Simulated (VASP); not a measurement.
A convergence study with VASP on TlBr (CsCl type): one setting is varied, all else stays as given below, so the limit is that of these other settings. Each run relaxes cell and ions from the cell shown. The basis is that of the starting cell, so low cut-offs carry a Pulay error.

```xyz
2
Lattice="3.9900 0.0000 0.0000 0.0000 3.9900 0.0000 0.0000 0.0000 3.9900" Properties=species:S:1:pos:R:3 pbc="T T T"
Tl     0.0000     0.0000     0.0000
Br     1.9950     1.9950     1.9950
```

Method: PBE GGA, VASP's PBE PAW potentials (set 64) (plane waves; VASP). The tightest run used: 700 eV cut-off, 6×6×6 Γ-centred mesh, Gaussian smearing of 0.050 eV, potentials Tl_d Br.

Gaps are read on the run's mesh, which can miss a band edge.

**Question.** The settings run are ENCUT = 200; ENCUT = 250; ENCUT = 300; ENCUT = 350; ENCUT = 400; ENCUT = 450; ENCUT = 500; ENCUT = 600; ENCUT = 650; ENCUT = 700. From which on does the relaxed volume stay within 0.1 Å³/atom of the tightest run?

**Answer.** From ENCUT = 450 on: it is off by 0.025 there and by no more than 0.1 in any finer run, while ENCUT = 400 is off by 0.187.
| setting | relaxed volume (Å³/atom) | E (eV/atom) | gap on the mesh (eV) | plane waves | difference judged (Å³/atom) |
|---|---|---|---|---|---|
| ENCUT = 200 | 28.332 | -2.8279 | 1.547 | 437 | 4.941 |
| ENCUT = 250 | 32.560 | -2.7715 | 1.946 | 587 | 0.713 |
| ENCUT = 300 | 32.938 | -2.7717 | 1.974 | 768 | 0.335 |
| ENCUT = 350 | 32.770 | -2.7692 | 1.962 | 968 | 0.503 |
| ENCUT = 400 | 33.085 | -2.7716 | 1.985 | 1189 | 0.187 |
| ENCUT = 450 | 33.248 | -2.7726 | 1.996 | 1406 | 0.025 |
| ENCUT = 500 | 33.227 | -2.7723 | 1.995 | 1640 | 0.046 |
| ENCUT = 600 | 33.247 | -2.7724 | 1.997 | 2176 | 0.026 |
| ENCUT = 650 | 33.271 | -2.7726 | 1.998 | 2440 | 0.002 |
| ENCUT = 700 | 33.273 | -2.7725 | 1.998 | 2721 | 0.000 |

Left out are rungs that failed or repeat a setting and relaxations that didn't move; long series are thinned to 24 rows.

The compound is TlBr in the CsCl type structure.
